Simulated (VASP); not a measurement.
An input for Ansatz (written as the equivalent of a VASP run, and not itself run):

Ansatz 0.2 input:
```yaml
crystal:
  lattice:
    - [2.5121615, 0.0000000, 0.0000000]
    - [-1.2560807, 2.1755960, 0.0000000]
    - [0.0000000, 0.0000000, 7.6028930]
  atoms:
    - { symbol: B, position: [0.6666670, 0.3333330, 0.7500000] }
    - { symbol: B, position: [0.3333330, 0.6666670, 0.2500000] }
    - { symbol: N, position: [0.3333330, 0.6666670, 0.7500000] }
    - { symbol: N, position: [0.6666670, 0.3333330, 0.2500000] }
kpoints:
  mp_grid: { grid: [9, 9, 3] }
hamiltonian:
  xc: pbe
  pseudopotentials: { kind: paw }
scf:
  occupations: { method: gaussian, width: 0.05 }
  max_iter: 100
relax:
  max_steps: 60
  f_tol: 0.02
  cell: {}
output: { forces: true, stress: true, eigenvalues: true }
```

### Question
Write the VASP files for the same calculation (PBE).

### Answer
This is not unique; one that fits is 
INCAR:
```
SYSTEM = BN
PREC = Accurate; ENCUT = 580; LREAL = .FALSE.
LASPH = .TRUE.
EDIFF = 1E-6; NELM = 100; ALGO = Normal
ISMEAR = 0; SIGMA = 0.05
GGA = PE
IBRION = 2; NSW = 60; ISIF = 3
EDIFFG = -0.02
LWAVE = .FALSE.; LCHARG = .FALSE.
```

File POSCAR:
```
BN
1
    2.5121614511    -0.0000000000     0.0000000000
   -1.2560807255     2.1755960275    -0.0000000000
    0.0000000000     0.0000000000     7.6028929929
B N
2 2
Direct
  0.6666670000   0.3333330000   0.7500000000
  0.3333330000   0.6666670000   0.2500000000
  0.3333330000   0.6666670000   0.7500000000
  0.6666670000   0.3333330000   0.2500000000
```

File KPOINTS:
```
Automatic mesh
0
Gamma
9 9 3
0 0 0
```

POTCAR, in this order: B N (PBE.64 set). Program: vasp_std.

The two are equivalent in intent, not identical: each code has its own PAW files, so the cut-off isn't converted (ENCUT is set for VASP's; basis.ecutwfc is left out, and Ansatz then takes the one that its files recommend); Ansatz stops its SCF on the density residual and VASP on the energy change (EDIFF).

The compound is BN in the hex structure. It was relaxed first, which changed the volume by +15 %. The start is the result of an earlier pass.
